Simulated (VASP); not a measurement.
The input files of a VASP run:

### INCAR
```
# general
SYSTEM  = Mg3Sb2
PREC    = Accurate
ENCUT   = 500
LREAL   = .FALSE.
LASPH   = .TRUE.

# electronic loop
EDIFF   = 1E-6
NELM    = 100
ALGO    = Normal
LMAXMIX = 4

# smearing
ISMEAR  = 1
SIGMA   = 0.1

# functional
GGA     = PS

# ions
IBRION  = 2
NSW     = 40
ISIF    = 3
EDIFFG  = -0.02
PSTRESS = 200

# output
LWAVE   = .FALSE.
LCHARG  = .FALSE.
```

KPOINTS:
```
Automatic mesh
0
Gamma
9 9 5
0 0 0
```

File POSCAR:
```
Mg3Sb2
1
    2.0963108420    -3.6309173847    -0.0000000000
    2.0963108420     3.6309173847     0.0000000000
    0.0000000000    -0.0000000000     6.5443365063
Mg Sb
3 2
Direct
  0.0000000000   0.0000000000   0.0000000000
  0.3333330000   0.6666670000   0.6300294210
  0.6666670000   0.3333330000   0.3699705790
  0.3333330000   0.6666670000   0.2126399206
  0.6666670000   0.3333330000   0.7873600794
```

POTCAR, in this order: Mg Sb (PBE.64 set). Program: vasp_std.

Task: Translate this PBEsol calculation to Quantum ESPRESSO's pw.x.

Result: One equivalent input (not run):
```
&CONTROL
  calculation = 'vc-relax'
  pseudo_dir = './pseudo'
  outdir = './out'
  tprnfor = .true.
  tstress = .true.
  nstep = 40
  forc_conv_thr = 0.00078
/
&SYSTEM
  ibrav = 0
  nat = 5
  ntyp = 2
  ecutwfc = 84
  occupations = 'smearing'
  smearing = 'methfessel-paxton'
  degauss = 0.00735
  input_dft = 'pbesol'
/
&ELECTRONS
  conv_thr = 7.3e-08
  electron_maxstep = 100
/
&IONS
/
&CELL
  press = 200
/
ATOMIC_SPECIES
  Mg 24.305 Mg.upf
  Sb 121.760 Sb.upf
CELL_PARAMETERS angstrom
     2.0963108   -3.6309174   -0.0000000
     2.0963108    3.6309174    0.0000000
     0.0000000   -0.0000000    6.5443365
ATOMIC_POSITIONS crystal
  Mg   0.0000000  0.0000000  0.0000000
  Mg   0.3333330  0.6666670  0.6300294
  Mg   0.6666670  0.3333330  0.3699706
  Sb   0.3333330  0.6666670  0.2126399
  Sb   0.6666670  0.3333330  0.7873601
K_POINTS automatic
  9 9 5 0 0 0
```
Limits of the translation: the potentials are each code's own (VASP's PAW set, PseudoDojo norm-conserving files in pw.x), so ENCUT and ecutwfc are chosen apart and not converted; conv_thr bounds pw.x's estimated SCF error, while EDIFF bounds the energy change between steps; forc_conv_thr acts on force components and is met together with etot_conv_thr.

The compound is Mg3Sb2 in the a-la2o3 structure. This run relaxes it under an external pressure of 20 GPa. Symmetry was kept, so distortions that lower it aren't found.
